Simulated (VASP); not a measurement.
A convergence study with VASP on C (diamond): one setting is varied, all else stays as given below, so the limit is that of these other settings.

```
C
1.0
    0.00000     1.78350     1.78350
    1.78350     0.00000     1.78350
    1.78350     1.78350     0.00000
C
2
Direct
  0.00000   0.00000   0.00000
  0.25000   0.25000   0.25000
```

Level of theory: PBE GGA, VASP's PBE PAW potentials (set 64) (plane waves; VASP 6.6.1). The tightest run used: 700 eV cut-off, 10×10×10 Γ-centred mesh, Gaussian smearing of 0.010 eV, potentials C.

```
setting      mean ε∞  highest Γ mode (cm⁻¹)  plane waves
-----------  -------  ---------------------  -----------
ENCUT = 300     5.83                 1343.6          144
ENCUT = 400     5.86                 1297.9          214
ENCUT = 500     5.86                 1298.1          302
```

Problem. These are the cheaper rows. Estimate the results at ENCUT = 700, and how far the last row shown lies from them.

Solution. 
| quantity | tightest run | last row shown is off by |
|---|---|---|
| mean ε∞ | 5.86 | 0.00 |
| highest Γ mode (cm⁻¹) | 1297.2 | 0.9 |

Left out are rungs that failed or repeat a setting and relaxations that didn't move; long series are thinned to 24 rows.

The compound is C in the diamond structure. The cell was not relaxed at this level.
